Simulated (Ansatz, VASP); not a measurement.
# TiTe2 in two plane-wave programs, part 2 of 2

Aim: how closely do two programs agree when they are given the same cell, functional and k mesh? The cell is generated by rule, not measured, and may not be a known phase. The cell is taken from a series of runs on this material, whose earlier steps may have relaxed, scaled, displaced or heated it; both programs get it as it stands.

VASP 6.6.1 and Ansatz 0.2.0.

So far: The starting structure; VASP: relaxation of cell and atoms, r2SCAN.

The structure was built from a prototype and need not be the compound's stable phase.

## Step 3: Ansatz: relaxation of cell and atoms, r2SCAN

Level of this step: Ansatz beside VASP: Kohn-Sham DFT, plane waves, r2SCAN (Ansatz).

Ansatz runs on its default PAW (the set named soft_2) files.

The same cell, functional, mesh and smearing now go to Ansatz, which takes its cutoff from its data sets.

Contents of input.yaml:

```yaml
crystal:
  lattice:
    - [0.0, 3.4406329537, 3.4406329537]
    - [3.4406329537, 0.0, 3.4406329537]
    - [3.4406329537, 3.4406329537, 0.0]
  atoms:
    - { symbol: Ti, position: [0.0, 0.0, 0.0] }
    - { symbol: Te, position: [0.25, 0.25, 0.25] }
    - { symbol: Te, position: [0.75, 0.75, 0.75] }
kpoints:
  mp_grid: { grid: [10, 10, 10] }
hamiltonian:
  xc: r2scan
scf:
  occupations: { method: gaussian, width: 0.1 }
output:
  forces: true
  stress: true
  eigenvalues: true
  write_density: true
  write_potential: true
  elf: true
  volumetric_format: npy
relax:
  adjacent_minimum: "off"
  f_tol: 0.005
  max_steps: 80
  cell: { stress_tol: 0.05 }
```

The run is started by

```bash
> ansatz run input.yaml --threads 4 --pin off --max-ram 7168MiB --backend cpu --events-out ev --progress --plain --runs-dir out
```

Numbers of over 12 decimals in the logs are rounded to 6 here.

Log:

```text
Engine: ansatz 0.2.0, aarch64-unknown-linux-gnu
Pseudopotentials: kind: paw
Pseudopotential: Ti, paw, valence charge 12, recommended cutoff 500 eV (meta_gga), Ti.paw.azcp
Pseudopotential: Te, paw, valence charge 16, recommended cutoff 500 eV (meta_gga), Te.paw.azcp
Functional definition: r2SCAN
  parameter k0 = 0.174
  parameter k1 = 0.065
  parameter a1 = 4.9479
  exchange = r2scan_x(k0 = k0, k1 = k1, a1 = a1)
  correlation = r2scan_c
Crystal: 3 atoms, lattice volume = 81.460 Å³
Basis set: ecut = 500 eV, 2085 PW (Γ), exchange–correlation on 144×144×144 points (64 copies of the dense FFT grid, shifted against one another)
Bands: 27, of which v1, the nominal top of the filled ones, is band 22 counted from 1 (21 counted from 0)
Symmetry: 48 space group operations
Space group: Fm-3m (ITA 225), of the structure as read, at distance tolerance 4.3e-5 Å
k-points: 47 of 1000
Non-local potential: Ti, projectors of the file, l = 0: 3, l = 1: 2, l = 2: 3, l = 3: 1
Non-local potential: Te, projectors of the file, l = 0: 2, l = 1: 2, l = 2: 2, l = 3: 2
PAW form: soft (Blöchl's): semilocal exchange-correlation on the pseudo side does not see the compensation charge
PAW frozen core: Ti, regenerated for the run's functional (the file was generated under x = pbe(κ = 0.804, μ = 0.219515), c = pbe(β = 0.066725))
PAW frozen core: Te, regenerated for the run's functional (the file was generated under x = pbe(κ = 0.804, μ = 0.219515), c = pbe(β = 0.066725))
PAW one-centre angular grid: Ti, 590 points (default); XC on 160 Gauss nodes
PAW one-centre angular grid: Te, 590 points (default); XC on 160 Gauss nodes
Initial density: superposition of atomic densities (neutral atoms: chi_scale 0, normalization atom), corrected by the library's trained network
Initial wavefunctions: pseudopotential atomic-orbital guess
Functional: x = r2scan, c = r2scan; τ floored in thin density (d = 2e-4 eV/Å³)
SCF iter   1: F=—  HF=-16495.121578 eV  |F-HF|=—  |Δ(HF+E_count)|=         —  Δρ=2.00e-2  dr2=6.06e-1  dr2_τ=2.31e-2  ethr=1.77e-3  ⟨swp⟩=5.7  Hψ=5561  notcnv=0
preconditioner: auto → LDOS  [metal: Δε(μ)=0.070 eV  Ē_g=6.801 eV  σ=0.100 eV  W_gap=0.38  n_scr=14 (ndim 8)  ℏωp=16.5 eV  f_vac=0.044  D(μ)=3.08/eV (n_scr^D=26)  β→1.0]
SCF iter   2: F=—  HF=-16495.125741 eV  |F-HF|=—  |Δ(HF+E_count)|=   4.16e-3  Δρ=1.06e-2  dr2=1.24e-1  dr2_τ=1.84e-2  ethr=1.38e-3  ⟨swp⟩=3.0  Hψ=1985  notcnv=0
SCF iter   3: F=—  HF=-16495.121721 eV  |F-HF|=—  |Δ(HF+E_count)|=   4.02e-3  Δρ=3.01e-3  dr2=1.30e-2  dr2_τ=1.47e-4  ethr=2.81e-4  ⟨swp⟩=2.1  Hψ=1578  notcnv=0
SCF iter   4: F=—  HF=-16495.121410 eV  |F-HF|=—  |Δ(HF+E_count)|=   3.11e-4  Δρ=4.47e-4  dr2=1.47e-4  dr2_τ=4.41e-6  ethr=2.95e-5  ⟨swp⟩=1.4  Hψ=1329  notcnv=0
SCF iter   5: F=—  HF=-16495.121350 eV  |F-HF|=—  |Δ(HF+E_count)|=   6.06e-5  Δρ=2.07e-4  dr2=6.96e-5  dr2_τ=1.55e-6  ethr=3.34e-7  ⟨swp⟩=2.0  Hψ=2357  notcnv=0
SCF iter   6: F=—  HF=-16495.121346 eV  |F-HF|=—  |Δ(HF+E_count)|=   3.96e-6  Δρ=7.65e-5  dr2=8.84e-6  dr2_τ=1.87e-7  ethr=1.58e-7  ⟨swp⟩=2.0  Hψ=1551  notcnv=0
SCF iter   7: F=—  HF=-16495.121345 eV  |F-HF|=—  |Δ(HF+E_count)|=   8.03e-7  Δρ=2.87e-5  dr2=1.13e-6  dr2_τ=6.89e-9  ethr=2.01e-8  ⟨swp⟩=1.2  Hψ=1281  notcnv=0
SCF iter   8: F=-16495.121345 eV  HF=-16495.121345 eV  |F-HF|=3.26e-9  |Δ(HF+E_count)|=   8.04e-8  Δρ=1.83e-6  dr2=5.58e-9  dr2_τ=1.36e-10  ethr=2.27e-10  ⟨swp⟩=7.7  Hψ=7940  notcnv=0
SCF 1 converged in 8 iterations: F = -16495.121345 eV  dr2 = 5.58e-9
  greatest PAW one-centre occupation: 1.001 electrons in one spin orbital (limit 2), on the Ti atom at site 0 (counted from 0), in its partial waves of l = 1
relax step   1: F+E_penalty+E_count = -16495.12134475 eV  Δ(F+E_penalty+E_count) = +0.000e0 eV  max|allowed force component| = 6.987e-19 eV/Å  Δτ_max = 0.0000 Å  P = -0.000 GPa  Ω = 81.460 Å³  (8 SCF iters, dr2 threshold 1.00e-7 eV, accepted)
Initial density: handed on by an earlier stage of this run
Initial wavefunctions: pseudopotential atomic-orbital guess (no wavefunctions were taken with the density)
iter 1 solved again at ethr=1.59e-7 eV; its pass at ethr=3.10e-3 eV (dr2=6.98e-5 eV) is discarded
SCF iter   1: F=—  HF=-16495.121347 eV  |F-HF|=—  |Δ(HF+E_count)|=         —  Δρ=1.84e-6  dr2=4.53e-9  dr2_τ=2.37e-10  ethr=1.59e-7  ⟨swp⟩=2.8  Hψ=8456  notcnv=0
eigensolver tolerance schedule: the retry pair's looser diagonalisation over-reported the residual by 15389.61 of it (diagonalisation noise at 3.70 of the residual, at the tolerance the schedule requests for it); recorded, not acted on — ethr = c·dr2/N_el stays at c = 1.0e-1
preconditioner: auto → LDOS  [metal: Δε(μ)=0.046 eV  Ē_g=6.562 eV  σ=0.100 eV  W_gap=0.25  n_scr=14 (ndim 8)  ℏωp=16.5 eV  f_vac=0.051  D(μ)=5.19/eV (n_scr^D=58)  β→1.0]
SCF iter   2: F=—  HF=-16495.121345 eV  |F-HF|=—  |Δ(HF+E_count)|=   2.62e-6  Δρ=9.35e-7  dr2=8.40e-10  dr2_τ=1.41e-10  ethr=1.03e-11  ⟨swp⟩=3.9  Hψ=3130  notcnv=0
SCF iter   3: F=—  HF=-16495.121345 eV  |F-HF|=—  |Δ(HF+E_count)|=  8.73e-11  Δρ=4.70e-7  dr2=3.54e-10  dr2_τ=1.73e-12  ethr=1.91e-12  ⟨swp⟩=2.0  Hψ=1617  notcnv=0
SCF iter   4: F=—  HF=-16495.121345 eV  |F-HF|=—  |Δ(HF+E_count)|=  1.46e-11  Δρ=2.11e-7  dr2=5.69e-11  dr2_τ=3.36e-12  ethr=1.00e-12  ⟨swp⟩=2.4  Hψ=1585  notcnv=0
SCF iter   5: F=-16495.121345 eV  HF=-16495.121345 eV  |F-HF|=0.00e0  |Δ(HF+E_count)|=  7.28e-12  Δρ=1.07e-7  dr2=5.51e-12  dr2_τ=1.57e-12  ethr=1.00e-12  ⟨swp⟩=6.6  Hψ=5698  notcnv=0
SCF 2 converged in 5 iterations: F = -16495.121345 eV  dr2 = 5.51e-12
relax step   2: F+E_penalty+E_count = -16495.12134475 eV  Δ(F+E_penalty+E_count) = -3.776e-9 eV  max|allowed force component| = 1.927e-18 eV/Å  Δτ_max = 0.0000 Å  P = -0.000 GPa  Ω = 81.460 Å³  stress off target by 4.92e-4 GPa  SCF on the basis re-selected at this cell (its energy is not comparable with the rows above)  (5 SCF iters)
basis re-selected at this cell: Δ(F+E_penalty+E_count) = -3.776e-9 eV, ΔP = -0.000 GPa vs the last step (what re-selecting the basis moved, of the pressure what is left beyond the Pulay correction that the steps carried, after the strain that the cell walked since its last selection, with what the two solves' SCF thresholds leave and, on support functions, any second-order correction that the steps lacked; it is no m [...]
SCF converged after 5 iterations
Free energy (F): -16495.121345 eV
Harris-Foulkes:  -16495.121345 eV  (|F-HF|=0.00e0)
Internal energy: -16495.095372 eV  (E = F + TS)
E sigma→0 (E₀):  -16495.108358 eV
Entropy (-TS):   -0.025973 eV (-8.658 meV/atom)
Fermi energy:    10.819057 eV
--- Per-component energies (eV) ---
  E_band       = -705.356789
  E_kinetic    = 632.410348
  E_local      = -3346.362507  (includes V_loc(G=0)·N_el)
  E_nonlocal   = -611.552016
  E_hartree    = 1958.487438
  E_xc         = -323.372536
  E_vxc        = -356.142094  (∫ρ·V_xc dr)
  E_paw        = -10429.947168  (= ΣΔE_a)
  E_vpaw       = -963.350544  (= ΣTr[D̂ρ^β])
  E_aug_tail   = 0.000011  (compensation charges beyond the density's cutoff)
  E_vtau       = 22.665239  (kinetic-family band-sum trace: ∫τ·v_τ [+ j·A + Jᵃ·Aᵃ] dr)
  E_ewald      = -4375.075195
  E_core_change = 0.316254  (= ΣΔE_core)
  E_smearing   = -0.025973  (= −TS)
  E_closure    = 0.000000  (closes the sum)
  Σ components = -16495.121345   (vs F -16495.121345, Δ=0.00e0)
--- Forces (eV/Å), atoms counted from 1 ---
  atom   1  Ti    -0.00000000     0.00000000    -0.00000000
  atom   2  Te     0.00000000    -0.00000000    -0.00000000
  atom   3  Te     0.00000000     0.00000000    -0.00000000
  max |Σ_I F_I| component: 5.78e-18 eV/Å
--- Stress (GPa, compression-positive) ---
       -0.000492      -0.000000      -0.000000
       -0.000000      -0.000492      -0.000000
       -0.000000       0.000000      -0.000492
  P = ⅓ Tr σ = -0.0005 GPa (-0.005 kbar)
--- Band table (eV; the first three rows and the last of 47) ---
  k-point 0: bands = [... 18 lower, 6.1658, 10.3675, 10.3675, 10.3675, 10.7329, 10.7329, 12.8483, 12.8483, ... 1 higher]
  k-point 1: bands = [... 18 lower, 6.3575, 9.8904, 9.8904, 9.9786, 11.0405, 11.0405, 12.4825, 12.7501, ... 1 higher]
  k-point 2: bands = [... 18 lower, 6.8135, 9.1934, 9.2409, 9.2409, 11.1678, 11.1678, 11.9930, 12.7117, ... 1 higher]
  k-point 46: bands = [... 18 lower, 7.1202, 8.2631, 9.4944, 10.9627, 11.2129, 11.7560, 12.0715, 12.0805, ... 1 higher]
--- Relaxed structure (1 steps of the walk, 1 accepted, 1 SCFs on fresh bases) ---
  F+E_penalty+E_count = -16495.12134475 eV   max|allowed force component| = 1.927e-18 eV/Å   (the final SCF, on the basis selected at the relaxed cell)
  cell:  # Å, volume = 81.4601 Å³
    - [0.0, 3.4406329537, 3.4406329537]
    - [3.4406329537, 0.0, 3.4406329537]
    - [3.4406329537, 3.4406329537, 0.0]
  atoms:
    - { symbol: Ti, position: [0.0, 0.0, 0.0] }
    - { symbol: Te, position: [0.25, 0.25, 0.25] }
    - { symbol: Te, position: [0.75, 0.75, 0.75] }
```

In the SCF lines HF is the Harris–Foulkes energy and dr2 the Hartree energy of the density residual, in eV; the loop may stop once dr2 is under the threshold and the program's other checks hold. Hψ counts applications of the Hamiltonian.

## Step 4: Differences

Known differences besides the potentials themselves: VASP keeps PBE cores, Ansatz makes them for the functional; the data sets hold 44 valence electrons in Ansatz (on its default PAW (the set named soft_2) files) and 24 in VASP; the cutoff is 500 eV in Ansatz and 550 eV in VASP; Ansatz adds a Pulay correction to the stress that steers its cell, VASP none; in our runs with r2SCAN, forces from VASP's data set Ti_sv part from Ansatz's all-electron ones, so neither program is the reference here. Total energies have different zeros and are not compared.

The two programs side by side:

```tsv
quantity	Ansatz	VASP	difference
volume (Å³)	81.46	81.58	-0.15 %
edge a after relaxation, in the typed setting (Å)	4.866	4.868	-0.05 %
```

## Step 5: Results

| Quantity | Value |
| --- | --- |
| difference in volume (relaxation of cell and atoms, r2SCAN) | -0.15 % |

What this shows: The difference in volume is -0.15 % (relaxation of cell and atoms, r2SCAN), within the 1.2 % picked in this series as the mark of a large difference, as far as the stopping tolerances let one tell. The data sets hold unlike numbers of valence electrons (44 in Ansatz and 24 in VASP), so part of the differences comes from the potentials. 1 further run of this series is not shown here. Such differences can come from data sets, numerical settings and the points named under the comparisons, not from the functional's error against experiment.

[Lines on the potential files, build, host, timing and source positions are cut from VASP's logs without a mark.]

[Logs are printed without paths, hosts, clocks, repeated set-up lines and the standing remarks that a program may print on its own settings, such as how far it seeks lower states.]

[Hosts, paths, dates, database ids (printed as entryN), source tags and the programs' standing remarks are cut or masked in the printed files.]
